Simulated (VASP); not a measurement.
Energy against volume of KZnF3 (cubic perovskite). All values below come from AM05 GGA, VASP's PBE PAW potentials (set 64) (plane waves; VASP). Numerical set-up: 520 eV cut-off, 6×6×6 Γ-centred mesh, Gaussian smearing of 0.050 eV, potentials K_sv Zn F.

| V (Å³/atom) | E (eV/atom) |
|---|---|
| 12.771 | -4.08627 |
| 13.179 | -4.09731 |
| 13.587 | -4.10142 |
| 13.994 | -4.09967 |

### Question
Fit these four points and predict the energy of the run at 14.402 Å³/atom.

### Answer
A cubic in V^(−2/3), the third-order Birch-Murnaghan form, passes through the four points with V0 = 13.66 Å³/atom and B0 = 75 GPa, and gives -4.0929 eV/atom there. The run gave -4.0931 eV/atom, -0.2 meV/atom from the fit; all five points give B0 = 74 GPa.

The compound is KZnF3 in the cubic perovskite structure. It was relaxed first.
